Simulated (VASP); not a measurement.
A VASP calculation is set up with these files.

POSCAR:
```
PbO2
1
    4.9167670894    -0.0000000000     0.0000000000
    0.0000000000     4.9167670894     0.0000000000
    0.0000000000     0.0000000000     3.4054981419
Pb O
2 4
Direct
  0.0000000000   0.0000000000   0.0000000000
  0.5000000000   0.5000000000   0.5000000000
  0.3070328032   0.3070328032   0.0000000000
  0.8070328032   0.1929671968   0.5000000000
  0.1929671968   0.8070328032   0.5000000000
  0.6929671968   0.6929671968   0.0000000000
```

INCAR:
```
LCHARG=.FALSE.
EDIFF=1E-6   ! SCF stop (eV)
LREAL=.FALSE.
ISMEAR=0
SYSTEM=PbO2
ALGO=Normal
NELM=100   ! most electronic steps
EDIFFG=-0.02   ! ionic stop
LMAXMIX=4   ! l cut-off of mixed one-centre charges
LASPH=.TRUE.   ! aspherical one-centre terms
ENCUT=620   ! plane-wave cut-off (eV)
ISIF=3
PREC=Accurate
GGA=PS
SIGMA=0.05   ! width (eV)
NSW=40   ! most ionic steps
IBRION=2   ! conjugate gradients
PSTRESS=50
LWAVE=.FALSE.
```

### KPOINTS
```
Automatic mesh
0
Gamma
5 5 7
0 0 0
```

POTCAR, in this order: Pb_d O (PBE.64 set). Program: vasp_std.

Q: Translate this PBEsol calculation to Quantum ESPRESSO's pw.x.

A: One equivalent input (not run):
```
&CONTROL
  calculation = 'vc-relax'
  pseudo_dir = './pseudo'
  outdir = './out'
  tprnfor = .true.
  tstress = .true.
  nstep = 40
  forc_conv_thr = 0.00078
/
&SYSTEM
  ibrav = 0
  nat = 6
  ntyp = 2
  ecutwfc = 84
  occupations = 'smearing'
  smearing = 'gaussian'
  degauss = 0.003675
  input_dft = 'pbesol'
/
&ELECTRONS
  conv_thr = 7.3e-08
  electron_maxstep = 100
/
&IONS
/
&CELL
  press = 50
/
ATOMIC_SPECIES
  Pb 207.200 Pb.upf
  O 15.999 O.upf
CELL_PARAMETERS angstrom
     4.9167671   -0.0000000    0.0000000
     0.0000000    4.9167671    0.0000000
     0.0000000    0.0000000    3.4054981
ATOMIC_POSITIONS crystal
  Pb   0.0000000  0.0000000  0.0000000
  Pb   0.5000000  0.5000000  0.5000000
  O    0.3070328  0.3070328  0.0000000
  O    0.8070328  0.1929672  0.5000000
  O    0.1929672  0.8070328  0.5000000
  O    0.6929672  0.6929672  0.0000000
K_POINTS automatic
  5 5 7 0 0 0
```
The two are equivalent in intent, not identical: the potentials are each code's own (VASP's PAW set, PseudoDojo norm-conserving files in pw.x), so ENCUT and ecutwfc are chosen apart and not converted; conv_thr bounds pw.x's estimated SCF error, while EDIFF bounds the energy change between steps; forc_conv_thr acts on force components and is met together with etot_conv_thr.

The compound is PbO2 in the rutile structure. It was relaxed first under an external pressure of 5 GPa.
